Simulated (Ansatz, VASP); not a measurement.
# GaSi2Ru2 in two plane-wave programs, part 2 of 2

Wanted: the spread between two codes on one cell, functional and k mesh. The cell is invented: As first built, before any earlier steps moved the atoms (in the runner's words): it takes the GdSi2Ru2 structure with some of its atoms replaced by other elements, volume scaled by an estimate. It may not be a known or stable phase. The cell is taken from a series of VASP runs on this material, whose earlier steps may have relaxed, scaled or displaced it; both programs get it as it stands.

VASP 6.6.1 and Ansatz 0.2.0.

So far: The starting structure; VASP: relaxation of cell and atoms, PBE.

## 3. Ansatz: relaxation of cell and atoms, PBE

Level of this step: Ansatz beside VASP: Kohn-Sham DFT, plane waves, PBE (Ansatz).

Ansatz runs on its default PAW (the set named soft_2) files.

The same cell, functional, mesh and smearing now go to Ansatz, which takes its cutoff from its data sets.

input.yaml

```yaml
crystal:
  lattice:
    - [-2.1034812466, 2.1034812466, 4.4311849051]
    - [2.1034812466, -2.1034812466, 4.4311849051]
    - [2.1034812466, 2.1034812466, -4.4311849051]
  atoms:
    - { symbol: Ru, position: [0.25, 0.75, 0.5] }
    - { symbol: Ru, position: [0.75, 0.25, 0.5] }
    - { symbol: Ga, position: [0.0, 0.0, 0.0] }
    - { symbol: Si, position: [0.3713977861, 0.3713977861, 0.0] }
    - { symbol: Si, position: [0.6286022139, 0.6286022139, 0.0] }
hamiltonian:
  xc: pbe
  pseudopotentials: { kind: paw }
kpoints:
  mp_grid: { grid: [8, 8, 8] }
scf:
  occupations: { method: fermi_dirac, width: 0.05 }
relax:
  f_tol: 0.01
  max_steps: 60
  cell: { stress_tol: 0.05 }
output:
  forces: true
  stress: true
```

Command:

```bash
ansatz run input.yaml --threads 4 --pin off --max-ram 9216MiB --backend cpu --events-out ev --progress --plain --runs-dir out
```

Numbers of over 12 decimals in the logs are rounded to 6 here.

The log of the run:

```text
Engine: ansatz 0.2.0, aarch64-unknown-linux-gnu
Pseudopotentials: kind: paw
Pseudopotential: Ru, paw, valence charge 16, recommended cutoff 420 eV (normal), Ru.paw.azcp
Pseudopotential: Ga, paw, valence charge 13, recommended cutoff 420 eV (normal), Ga.paw.azcp
Pseudopotential: Si, paw, valence charge 4, recommended cutoff 420 eV (normal), Si.paw.azcp
Functional definition: PBE
  parameter kappa = 0.804
  parameter beta = 0.066725
  exchange = pbe_x(kappa = kappa, mu = beta*pi^2/3)
  correlation = pbe_c(beta = beta)
Crystal: 5 atoms, lattice volume = 78.425 Å³
Basis set: ecut = 420 eV, 1523 PW (Γ), exchange–correlation on 72×72×72 points (8 copies of the dense FFT grid, shifted against one another)
Bands: 32, of which v1, the nominal top of the filled ones, is band 27 counted from 1 (26 counted from 0)
Symmetry: 16 space group operations
Space group: I4/mmm (ITA 139), of the structure as read, at distance tolerance 4.3e-5 Å
k-points: 59 of 512
Non-local potential: Ru, projectors of the file, l = 0: 3, l = 1: 2, l = 2: 2, l = 3: 1
Non-local potential: Ga, projectors of the file, l = 0: 2, l = 1: 2, l = 2: 3, l = 3: 1
Non-local potential: Si, projectors of the file, l = 0: 2, l = 1: 2, l = 2: 2
PAW form: soft (Blöchl's): semilocal exchange-correlation on the pseudo side does not see the compensation charge
PAW one-centre angular grid: Ru, 590 points (default); XC on 64 Gauss nodes
PAW one-centre angular grid: Ga, 590 points (default); XC on 64 Gauss nodes
PAW one-centre angular grid: Si, 110 points (default); XC on 64 Gauss nodes
Initial density: superposition of atomic densities (neutral atoms: chi_scale 0, normalization atom), corrected by the library's trained network
Initial wavefunctions: pseudopotential atomic-orbital guess
Functional: x = pbe(κ = 0.804, μ = 0.219515), c = pbe(β = 0.066725)
SCF iter   1: F=—  HF=-16813.077241 eV  |F-HF|=—  |Δ(HF+E_count)|=         —  Δρ=7.09e-3  dr2=2.98e-2  ethr=1.77e-3  ⟨swp⟩=5.9  Hψ=7632  notcnv=0
preconditioner: auto → Kerker (q_TF=auto, 2.556 Å⁻¹)  [metal: Δε(μ)=0.035 eV  Ē_g=9.288 eV  σ=0.050 eV  W_gap=0.17  n_scr=22 (ndim 8)  ℏωp=25.5 eV  f_vac=0.000  D(μ)=3.15/eV (n_scr^D=30)]
SCF iter   2: F=—  HF=-16813.071380 eV  |F-HF|=—  |Δ(HF+E_count)|=   5.86e-3  Δρ=3.89e-3  dr2=1.14e-2  ethr=5.62e-5  ⟨swp⟩=1.0  Hψ=2362  notcnv=0
SCF iter   3: F=—  HF=-16813.067927 eV  |F-HF|=—  |Δ(HF+E_count)|=   3.45e-3  Δρ=7.05e-4  dr2=3.88e-4  ethr=2.14e-5  ⟨swp⟩=2.0  Hψ=2666  notcnv=0
SCF iter   4: F=—  HF=-16813.067847 eV  |F-HF|=—  |Δ(HF+E_count)|=   7.93e-5  Δρ=2.95e-4  dr2=5.65e-5  ethr=7.33e-7  ⟨swp⟩=2.1  Hψ=3192  notcnv=0
SCF iter   5: F=—  HF=-16813.067794 eV  |F-HF|=—  |Δ(HF+E_count)|=   5.39e-5  Δρ=1.11e-4  dr2=1.53e-5  ethr=1.07e-7  ⟨swp⟩=2.3  Hψ=2772  notcnv=0
SCF iter   6: F=—  HF=-16813.067788 eV  |F-HF|=—  |Δ(HF+E_count)|=   5.65e-6  Δρ=4.01e-5  dr2=1.13e-6  ethr=2.88e-8  ⟨swp⟩=2.0  Hψ=2989  notcnv=0
SCF iter   7: F=-16813.067788 eV  HF=-16813.067788 eV  |F-HF|=1.38e-8  |Δ(HF+E_count)|=   1.42e-7  Δρ=8.73e-6  dr2=5.46e-8  ethr=1.89e-10  ⟨swp⟩=3.0  Hψ=7435  notcnv=0
SCF 1 converged in 7 iterations: F = -16813.067788 eV  dr2 = 5.46e-8
  greatest PAW one-centre occupation: 0.999 electrons in one spin orbital (limit 2), on the Ru atom at site 1 (counted from 0), in its partial waves of l = 0
relax step   1: F+E_penalty+E_count = -16813.06778780 eV  Δ(F+E_penalty+E_count) = +0.000e0 eV  max|allowed force component| = 4.435e-2 eV/Å  Δτ_max = 0.0000 Å  P = +0.427 GPa  Ω = 78.425 Å³  (7 SCF iters, dr2 threshold 1.00e-7 eV, accepted)
[...]
relax step   2: F+E_penalty+E_count = -16813.06842124 eV  Δ(F+E_penalty+E_count) = -6.334e-4 eV  max|allowed force component| = 1.256e-2 eV/Å  Δτ_max = 0.0038 Å  P = -0.039 GPa  Ω = 78.657 Å³  energy of the carried Pulay correction = -7.678e-5 eV  (6 SCF iters, dr2 threshold 5.00e-7 eV, accepted)
[...]
relax step   3: F+E_penalty+E_count = -16813.06843261 eV  Δ(F+E_penalty+E_count) = -1.137e-5 eV  max|allowed force component| = 3.392e-3 eV/Å  Δτ_max = 0.0002 Å  P = -0.003 GPa  Ω = 78.643 Å³  energy of the carried Pulay correction = -7.227e-5 eV  (6 SCF iters, dr2 threshold 9.86e-9 eV, accepted)
[...]
relax step   4: F+E_penalty+E_count = -16813.06851253 eV  Δ(F+E_penalty+E_count) = -7.991e-5 eV  max|allowed force component| = 3.436e-3 eV/Å  Δτ_max = 0.0000 Å  P = -0.003 GPa  Ω = 78.643 Å³  stress off target by 5.09e-3 GPa  SCF on the basis re-selected at this cell (its energy is not comparable with the rows above)  (8 SCF iters)
basis re-selected at this cell: Δ(F+E_penalty+E_count) = -7.991e-5 eV, ΔP = -0.000 GPa vs the last step (what re-selecting the basis moved, of the pressure what is left beyond the Pulay correction that the steps carried, after the strain that the cell walked since its last selection, with what the two solves' SCF thresholds leave and, on support functions, any second-order correction that the steps lacked; it is no m [...]
SCF converged after 8 iterations
Free energy (F): -16813.068513 eV
Harris-Foulkes:  -16813.068513 eV  (|F-HF|=0.00e0)
Internal energy: -16813.043098 eV  (E = F + TS)
E sigma→0 (E₀):  -16813.055805 eV
Entropy (-TS):   -0.025415 eV (-5.083 meV/atom)
Fermi energy:    13.718795 eV
--- Per-component energies (eV) ---
  E_band       = -319.314301
  E_kinetic    = 1234.234269
  E_local      = -5715.794794  (includes V_loc(G=0)·N_el)
  E_nonlocal   = 1166.329059
  E_hartree    = 2246.055307
  E_xc         = -562.637415
  E_vxc        = -632.525723  (∫ρ·V_xc dr)
  E_paw        = -9938.398341  (= ΣΔE_a)
  E_vpaw       = -863.667278  (= ΣTr[D̂ρ^β])
  E_aug_tail   = -0.000448  (compensation charges beyond the density's cutoff)
  E_ewald      = -5242.830735
  E_smearing   = -0.025415  (= −TS)
  E_closure    = 0.000000  (closes the sum)
  Σ components = -16813.068513   (vs F -16813.068513, Δ=0.00e0)
--- Forces (eV/Å), atoms counted from 1 ---
  atom   1  Ru     0.00000000     0.00000000     0.00000000
  atom   2  Ru     0.00000000     0.00000000     0.00000000
  atom   3  Ga     0.00000000     0.00000000     0.00000000
  atom   4  Si    -0.00000000     0.00000000    -0.00343563
  atom   5  Si     0.00000000     0.00000000     0.00343563
  max |Σ_I F_I| component: 1.56e-17 eV/Å
--- Stress (GPa, compression-positive) ---
       -0.005091      -0.000000      -0.000000
       -0.000000      -0.005091      -0.000000
        0.000000       0.000000      -0.000229
  P = ⅓ Tr σ = -0.0035 GPa (-0.035 kbar)
--- Relaxed structure (3 steps of the walk, 3 accepted, 1 SCFs on fresh bases) ---
  F+E_penalty+E_count = -16813.06851253 eV   max|allowed force component| = 3.436e-3 eV/Å   (the final SCF, on the basis selected at the relaxed cell)
  cell:  # Å, volume = 78.6435 Å³
    - [-2.108303, 2.108303, 4.423200]
    - [2.108303, -2.108303, 4.423200]
    - [2.108303, 2.108303, -4.423200]
  atoms:
    - { symbol: Ru, position: [0.250000, 0.750000, 0.500000] }
    - { symbol: Ru, position: [0.750000, 0.250000, 0.500000] }
    - { symbol: Ga, position: [0, 0, 0] }
    - { symbol: Si, position: [0.370948, 0.370948, 0] }
    - { symbol: Si, position: [0.629052, 0.629052, 0] }
```

Run time: 9.9 s. Hardware: 4 threads of Arm Neoverse V1, shared host; peak memory 0.49 GiB; 37 s of CPU time.

## 4. Side by side

Known differences besides the potentials themselves: both relaxations stop at a tolerance, which leaves soft axes loose, and VASP keeps its plane-wave basis; the data sets hold 53 valence electrons in Ansatz (default PAW (the set named soft_2) files) and 49 in VASP; the cutoff is 420 eV in Ansatz and 520 eV in VASP; VASP leaves aspherical gradient terms in its spheres out (LASPH is not set), Ansatz keeps them; Ansatz adds a Pulay correction to the stress that steers its cell, VASP none. Total energies have different zeros and are not compared.

Both answers:

```
                                         quantity  Ansatz   VASP  difference
                                      volume (Å³)   78.64  78.66     -0.02 %
edge a after relaxation, in the typed setting (Å)   5.334  5.333     +0.02 %
```

The walks stopped with 0.00 GPa left in Ansatz and -0.03 GPa in VASP; each walk ends within a tolerance, so the volume difference is uncertain by about these residues over the bulk modulus, most in soft cells.

## 5. Results

```yaml
difference_in_edge_a_after_relaxation_in_the_typed_setting_relaxation_of_cell_and_atoms_pbe: 0.023 %
```

The difference in edge a after relaxation, in the typed setting is 0.023 % (relaxation of cell and atoms, PBE), within the 1.2 % picked in this series as the mark of a large difference, as far as the stopping tolerances let one tell. How closely two codes agree says nothing of how well the functional describes the real material.

[Lines on the potential files, build, host, timing and source positions are cut from VASP's logs without a mark.]

[Logs are printed without paths, hosts, clocks, repeated set-up lines and the standing remarks that a program may print on its own settings, such as how far it seeks lower states.]

[Hosts, paths, dates, database ids (printed as entryN), source tags and the programs' standing remarks are cut or masked in the printed files.]
